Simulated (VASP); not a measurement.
Calculation: LDA (Ceperley-Alder, Perdew-Zunger), VASP's LDA PAW potentials (set 64) (plane waves; VASP).

VASP ran on this input.

### KPOINTS
```
Automatic mesh
0
Gamma
7 7 11
0 0 0
```

### INCAR
```
SYSTEM = TaN
PREC = Accurate; ENCUT = 400; LREAL = .False.
LASPH = .True.
EDIFF = 1E-6; NELM = 100; ALGO = Normal
LMAXMIX = 6
ISMEAR = -1; SIGMA = 0.136
ISIF = 2
LWAVE = .False.; LCHARG = .False.
```

POSCAR:
```
TaN
5.276210
  1.0000000000   0.0000000000   0.0000000000
 -0.5000000000   0.8660254236   0.0000000000
  0.0000000000   0.0000000000   0.5596141928
Ta N
3 3
Direct
  0.0000000000   0.0000000000   0.0000000000
  0.3333330000   0.6666670000   0.5000000000
  0.6666670000   0.3333330000   0.5000000000
  0.3923900000   0.0000000000   0.0000000000
  0.6076100000   0.6076100000   0.0000000000
  0.0000000000   0.3923900000   0.0000000000
```

POTCAR, in this order: Ta_pv N (LDA.64 set). Program: vasp_std.

What VASP printed:

File OSZICAR:
```
       N       E                     dE             d eps       ncg     rms          rms(c)
DAV:   1     0.385647711255E+03    0.38565E+03   -0.23288E+04  2728   0.147E+03
DAV:   2    -0.612047296628E+02   -0.44685E+03   -0.43640E+03  3236   0.437E+02
DAV:   3    -0.832681873367E+02   -0.22063E+02   -0.21798E+02  3280   0.944E+01
DAV:   4    -0.837355828264E+02   -0.46740E+00   -0.46281E+00  3272   0.124E+01
DAV:   5    -0.837469777315E+02   -0.11395E-01   -0.11358E-01  3328   0.154E+00    0.401E+01
DAV:   6    -0.743041790397E+02    0.94428E+01   -0.67649E+01  3216   0.431E+01    0.173E+01
DAV:   7    -0.739384642968E+02    0.36571E+00   -0.36784E+00  3096   0.102E+01    0.941E+00
DAV:   8    -0.738551901886E+02    0.83274E-01   -0.39360E-01  3248   0.400E+00    0.109E+00
DAV:   9    -0.738412611078E+02    0.13929E-01   -0.56066E-02  3504   0.154E+00    0.434E-01
DAV:  10    -0.738405329413E+02    0.72817E-03   -0.15582E-02  3252   0.579E-01    0.175E-01
DAV:  11    -0.738401385205E+02    0.39442E-03   -0.47159E-03  3384   0.398E-01    0.628E-02
DAV:  12    -0.738400921565E+02    0.46364E-04   -0.35040E-04  3276   0.104E-01    0.158E-02
DAV:  13    -0.738400932911E+02   -0.11346E-05   -0.15323E-05  3032   0.229E-02    0.387E-03
DAV:  14    -0.738400933464E+02   -0.55313E-07   -0.97195E-07  1956   0.774E-03
   1 F= -.73840093E+02 E0= -.73817036E+02  d E =-.461144E-01
```

OUTCAR:
```
------------------------ aborting loop because EDIFF is reached ----------------------------------------
  FORCE on cell =-STRESS in cart. coord.  units (eV):
  Direction    XX          YY          ZZ          XY          YZ          ZX
  --------------------------------------------------------------------------------------
  Total      -10.2710570    -10.2710575    -11.4367388      0.0000000      0.0000000      0.0000000
  in kB     -231.1746151   -231.1746257   -257.4110604      0.0000000      0.0000000      0.0000000
  external PRESSURE =    -239.9201004 kB  Pullay stress =       0.0000000 kB
  volume of cell :       71.18
      direct lattice vectors                 reciprocal lattice vectors
     5.276210000  0.000000000  0.000000000     0.189529985  0.109425185  0.000000000
    -2.638105000  4.569332000  0.000000000     0.000000000  0.218850370  0.000000000
     0.000000000  0.000000000  2.952642000     0.000000000  0.000000000  0.338679732
 POSITION                                       TOTAL-FORCE (eV/Angst)
 -----------------------------------------------------------------------------------
      0.00000      0.00000      0.00000        -0.000000     -0.000000      0.000000
     -0.00000      3.04622      1.47632        -0.000000     -0.000000      0.000000
      2.63811      1.52311      1.47632        -0.000000     -0.000000      0.000000
      2.07033      0.00000      0.00000        -0.185692     -0.000000     -0.000000
      1.60294      2.77637      0.00000         0.092846      0.160814      0.000000
     -1.03517      1.79296      0.00000         0.092846     -0.160814      0.000000
 -----------------------------------------------------------------------------------
    total drift:                                0.000003     -0.000001     -0.000000
  FREE ENERGIE OF THE ION-ELECTRON SYSTEM (eV)
  ---------------------------------------------------
  free  energy   TOTEN  =       -73.8400933464 eV

  energy  without entropy=      -73.7939789963  energy(sigma->0) =      -73.81703617
```
(Selected blocks of OUTCAR.)

At this cut-off the stress carries a Pulay error, which pulls relaxed volumes low.

The structure comes from a computed database's TaN entry; how it stands against other phases isn't given here. The cell was not relaxed at this level. The run is one of a series of settings (GGA removed, POTCAR Ta_pv N (LDA.64 set) against the base run), some of them coarse on purpose.
